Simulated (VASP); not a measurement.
# Si4HCl: single point with PBE+D3(BJ)

Slab: Si4HCl, a slab with vacuum.

```
CELL_PARAMETERS angstrom
7.66719 0.00000 0.00000
-3.83359 6.63998 0.00000
0.00000 0.00000 23.42715
ATOMIC_POSITIONS crystal
Si 0.66667 0.33333 0.40295
Si 0.66667 0.83333 0.40295
Si 0.16667 0.33333 0.40295
Si 0.16667 0.83333 0.40295
Si 0.50000 0.50000 0.43635
Si 0.50000 0.00000 0.43635
Si 0.00000 0.50000 0.43635
Si 0.00000 0.00000 0.43635
Si 0.00000 0.50000 0.53649
Si 0.00000 0.00000 0.53649
Si 0.50000 0.50000 0.53649
Si 0.50000 0.00000 0.53649
Si 0.83333 0.66667 0.56948
Si 0.83333 0.16667 0.56948
Si 0.33333 0.66667 0.56948
Si 0.33333 0.16667 0.56948
H 0.66667 0.33333 0.33884
H 0.66667 0.83333 0.33884
H 0.16667 0.33333 0.33884
H 0.16667 0.83333 0.33884
Cl 0.83333 0.66667 0.65789
Cl 0.83333 0.16667 0.65789
Cl 0.33333 0.66667 0.65789
Cl 0.33333 0.16667 0.65789
```

The cell isn't the ideal one: clean slab, lower planes held.

- Program: VASP 6.6.1
- Task: single point
- Functional: PBE
- Dispersion: D3(BJ)
- Potentials or basis: VASP PAW PBE potentials, release 64 (Si, H, Cl)
- Cutoff: 520 eV
- k mesh: 3 × 3 × 1
- Occupations: gaussian, width 0.05 eV
- Spin: no spin polarisation

```
Largest force                          : 0.146 eV/Å
Band gap on the k mesh                 : 1.24 eV
Dispersion energy per atom             : -0.192 eV
Ionisation potential of the upper face : 5.77 eV
```

Forces on the atoms (eV/Å):
```
Si   0.000  0.000  0.146
Si   0.000  0.000  0.146
Si   0.000  0.000  0.146
Si   0.000  0.000  0.146
Si   0.000  0.000 -0.132
Si   0.000  0.000 -0.132
Si   0.000  0.000 -0.132
Si   0.000  0.000 -0.132
Si   0.000  0.000  0.014
Si   0.000  0.000  0.014
Si   0.000  0.000  0.014
Si   0.000  0.000  0.014
Si   0.000  0.000  0.039
Si   0.000  0.000  0.039
Si   0.000  0.000  0.039
Si   0.000  0.000  0.039
H    0.000  0.000 -0.004
H    0.000  0.000 -0.004
H    0.000  0.000 -0.004
H    0.000  0.000 -0.004
Cl   0.000  0.000 -0.063
Cl   0.000  0.000 -0.063
Cl   0.000  0.000 -0.063
Cl   0.000  0.000 -0.063
```

Levels at points of the mesh, in eV from the valence-band top:
```csv
k point,band 46,band 47,band 48,band 49,band 50,band 51
"(0.00, 0.00, 0.00)",-0.67,0.00,0.00,1.24,1.24,1.24
```

Run time: 10 min on 1 thread of Intel(R) Xeon(R) 6975P-C (Granite Rapids), with other jobs on the host, peak memory 1.3 GiB.
